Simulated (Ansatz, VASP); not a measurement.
# Ca3HfI: VASP beside Ansatz

INCAR

```
SYSTEM = Ca3HfI
  PREC = Accurate
  ENCUT = 600
  EDIFF = 1E-6
  ISMEAR = 0
  SIGMA = 0.1
  LREAL = .False.
  LASPH = .True.
  NELM = 100
  ALGO = Normal
  ISIF = 3
  LWAVE = .False.
  LCHARG = .False.
  GGA = PE
  IBRION = 2
  NSW = 100
  EDIFFG = -0.01
```

KPOINTS

```
regular mesh
0
Gamma
  8 8 8
  0 0 0
```

The input POSCAR:

```
Ca3HfI
1.0
    5.7658411672      0.0000000000      0.0000000000
    0.0000000000      5.7658411672      0.0000000000
    0.0000000000      0.0000000000      5.7658411672
Ca Hf I
3 1 1
Direct
    0.0000000000      0.5000000000      0.5000000000
    0.5000000000      0.5000000000      0.0000000000
    0.5000000000      0.0000000000      0.5000000000
    0.0000000000      0.0000000000      0.0000000000
    0.5000000000      0.5000000000      0.5000000000
```

Input for Ansatz:

```yaml
crystal:
  lattice:
    - [5.7658411672, 0.0, 0.0]
    - [0.0, 5.7658411672, 0.0]
    - [0.0, 0.0, 5.7658411672]
  atoms:
    - { symbol: Ca, position: [0.0, 0.5, 0.5] }
    - { symbol: Ca, position: [0.5, 0.5, 0.0] }
    - { symbol: Ca, position: [0.5, 0.0, 0.5] }
    - { symbol: Hf, position: [0.0, 0.0, 0.0] }
    - { symbol: I, position: [0.5, 0.5, 0.5] }
basis:
  ecutwfc: 420
kpoints:
  mp_grid: { grid: [8, 8, 8] }
hamiltonian:
  xc: pbe
scf:
  occupations: { method: gaussian, width: 0.1 }
output:
  forces: true
  stress: true
  eigenvalues: true
relax:
  adjacent_minimum: "off"
  f_tol: 0.01
  max_steps: 80
  cell: { stress_tol: 0.05 }
```

Change from the starting cell: species swapped into the AlFe3C type (Pm-3m, No. 221).

Alike in both runs: task relaxation of cell and atoms; functional PBE; k mesh 8 × 8 × 8; occupations gaussian, width 0.1 eV; no spin polarisation.

|  | VASP | Ansatz |
| --- | --- | --- |
| version | VASP 6.6.1 | Ansatz 0.2.0 |
| potentials or method | VASP PAW PBE potentials, release 64 (Ca_sv, Hf_pv, I) | scalar-relativistic, plane waves, PAW |
| plane-wave cutoff (eV) | 600 | 420 |
| valence electrons in the cell | 47 | 73 |

|  | VASP | Ansatz | Ansatz less VASP |
| --- | --- | --- | --- |
| gap on the k mesh at the Fermi level, each at its own relaxed structure (eV) | none | none | - |
| relaxed volume (Å³/atom) | 38.97 | 38.93 | -0.048 |
| relaxed cell length with the largest relative difference (Å) | 5.798 | 5.795 | -0.0024 |

A gap of «none» marks a metal or a gap that the smearing closes. The two sets of potentials don't hold the same shells in valence.

Caveats: an odd number of electrons without spin polarisation forces a metal; a magnetic or distorted state may lie lower. The runs have no spin-orbit coupling, so splittings on Hf, I are missing.
